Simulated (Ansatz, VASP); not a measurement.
# Cross-check of BHN (BN(111) slab, H on both faces) between VASP and Ansatz, part 2 of 2

One calculation is typed for both programs; each brings its own data sets. How far apart do they land? The cell is taken from a series of runs on this material, whose earlier steps may have relaxed, scaled, displaced or heated it; both programs get it as it stands.

VASP 6.6.1 and Ansatz 0.2.0.

So far: The structure; Ansatz: single point, LDA.

### 3. VASP: single point, LDA

Level of this step: LDA; plane waves and PAW (B, N, H) (VASP).

The same cell, functional (in two slightly different forms), mesh and smearing now go to VASP, with its own data sets.

Lines of VASP's logs that name or quote its potential files are left out, and so is its time.

Input file INCAR:

```
SYSTEM = BHN
PREC = Accurate
ENCUT = 520
EDIFF = 1E-06
NELM = 120
ISMEAR = -1
SIGMA = 0.025
LREAL = Auto
ALGO = Normal
GGA = CA
NBANDS = 330
LORBIT = 11
LWAVE = .FALSE.
LCHARG = .FALSE.
ISIF = 2
LASPH = .TRUE.
GGA_COMPAT = .FALSE.
EFERMI = MIDGAP
```

Input file POSCAR:

```
BHN
1.0
   12.7844900000      0.0000000000      0.0000000000
    6.3922500000     11.0716900000      0.0000000000
    0.0000000000      0.0000000000     16.8196200000
B N H
50 50 50
Direct
    0.1295000000      0.1388500000      0.4496200000
    0.0679500000      0.0644000000      0.5738300000
    0.1354900000      0.3316800000      0.4445400000
    0.0674500000      0.2650800000      0.5735200000
    0.1348300000      0.5337600000      0.4484300000
    0.0641100000      0.4679300000      0.5709600000
    0.1314300000      0.7318400000      0.4486800000
    0.0668900000      0.6679200000      0.5743000000
    0.1379900000      0.9340200000      0.4505100000
    0.0663800000      0.8649700000      0.5741400000
    0.3320100000      0.1353600000      0.4483900000
    0.2643100000      0.0676300000      0.5719100000
    0.3330300000      0.3342900000      0.4488300000
    0.2642700000      0.2681000000      0.5734400000
    0.3301300000      0.5345600000      0.4476800000
    0.2646600000      0.4680300000      0.5723100000
    0.3347500000      0.7358200000      0.4486800000
    0.2640800000      0.6678700000      0.5730000000
    0.3339400000      0.9349500000      0.4472600000
    0.2659300000      0.8678900000      0.5714500000
    0.5347500000      0.1300600000      0.4457600000
    0.4679900000      0.0641900000      0.5742800000
    0.5329100000      0.3329800000      0.4475800000
    0.4709500000      0.2660800000      0.5725000000
    0.5330600000      0.5355200000      0.4501600000
    0.4693300000      0.4671600000      0.5716900000
    0.5344800000      0.7342500000      0.4492800000
    0.4643000000      0.6673900000      0.5714700000
    0.5322800000      0.9322500000      0.4476800000
    0.4656000000      0.8676800000      0.5722100000
[... 114 atom lines left out ...]
    0.7977300000      0.3997000000      0.3600700000
    0.8659100000      0.4639100000      0.6447300000
    0.8020200000      0.5993600000      0.3563700000
    0.8659000000      0.6693300000      0.6438800000
    0.7987400000      0.7990500000      0.3555100000
    0.8658100000      0.8678800000      0.6457400000
```

Input file KPOINTS:

```
Automatic mesh
0
Gamma
1 1 1
0 0 0
```

The projector-augmented-wave data sets are B, N and H (LDA family, release 64).

Started as:

```
> export OMP_NUM_THREADS=4
> mpirun -np 1 vasp_gam
```

Numbers of over 12 decimals in the logs are rounded to 6 here.

Output:

```text
[banner, memory and clock lines left out]
running    1 mpi-ranks, on    1 nodes
[...]
Offloading initialized ...    1 GPUs detected
[...]
LDA part: xc-table for (Slater(with rela. corr.)+CA(PZ))
 , standard interpolation
 POSCAR, INCAR and KPOINTS ok, starting setup
[...]
entering main loop
       N       E                     dE             d eps       ncg     rms          rms(c)
DAV:   1     0.461452550628E+04    0.46145E+04   -0.21724E+05   676   0.121E+03
DAV:   2    -0.542408779594E+03   -0.51569E+04   -0.48700E+04   928   0.307E+02
DAV:   3    -0.120177784290E+04   -0.65937E+03   -0.65443E+03   840   0.121E+02
DAV:   4    -0.122423349016E+04   -0.22456E+02   -0.22395E+02   848   0.236E+01
[...]
DAV:  26    -0.112025588063E+04   -0.12055E-05   -0.93323E-08   568   0.506E-04    0.361E-04
DAV:  27    -0.112025588191E+04   -0.12789E-05   -0.12373E-07   512   0.455E-04    0.211E-04
DAV:  28    -0.112025588286E+04   -0.94355E-06   -0.43712E-08   528   0.234E-04
   1 F= -.11202559E+04 E0= -.11202559E+04  d E =-.467892E-09
```

From OUTCAR (step 3):

```text
  FREE ENERGIE OF THE ION-ELECTRON SYSTEM (eV)
  ---------------------------------------------------
  free  energy   TOTEN  =     -1120.2558828555 eV

  energy  without entropy=    -1120.2558828550  energy(sigma->0) =    -1120.25588286
```

### 4. Differences

Known differences besides the potentials themselves: the two LDA forms differ slightly; the cutoff is 420 eV in Ansatz and 520 eV in VASP (PREC = Accurate, projectors in real space); VASP's log shows a relativistic correction to its local exchange, Ansatz's none. Total energies have different zeros and are not compared.

The two programs side by side:

```csv
quantity,Ansatz,VASP,difference
gap on the k mesh (eV),1.126,1.120,+0.006
```

Forces on 7 of the 150 atoms, those with the largest forces and the largest differences (eV/Å; atoms numbered as in POSCAR):

```csv
atom,"Ansatz x, y, z","VASP x, y, z"
N54,"0.108, -0.982, -3.258","0.106, -0.984, -3.260"
N60,"-0.925, 0.523, -3.261","-0.934, 0.522, -3.255"
N75,"0.474, -0.563, 6.551","0.478, -0.564, 6.637"
N95,"0.120, -0.623, 4.629","0.124, -0.620, 4.685"
N98,"2.054, 0.197, -3.050","2.061, 0.197, -3.041"
H125,"-0.044, -0.056, -6.119","-0.044, -0.058, -6.251"
H145,"-0.109, 0.016, -4.255","-0.113, 0.015, -4.352"
```

The forces differ by 22 meV/Å r.m.s., which is 2.1 % of the r.m.s. force of 1.042 eV/Å (both taken over all components). A gap on the mesh is an upper bound, since the band edges may lie between its points. With vacuum in the cell, a pressure given here is an average over mostly empty space and none of the material.

### 5. Summary of results

```
r.m.s. force difference (single point, LDA) : 2.1 % of the r.m.s. force
```

**Reading.** The r.m.s. force difference is 2.1 % of the r.m.s. force (single point, LDA), within the 3 % picked in this series as the mark of a large difference. How closely two codes agree says nothing of how well the functional describes the real material.

[Lines on the potential files, build, host, timing and source positions are cut from VASP's logs without a mark.]

[Logs are printed without paths, hosts, clocks, repeated set-up lines and the standing remarks that a program may print on its own settings, such as how far it seeks lower states.]

[Hosts, paths, dates, database ids (printed as entryN), source tags and the programs' standing remarks are cut or masked in the printed files.]
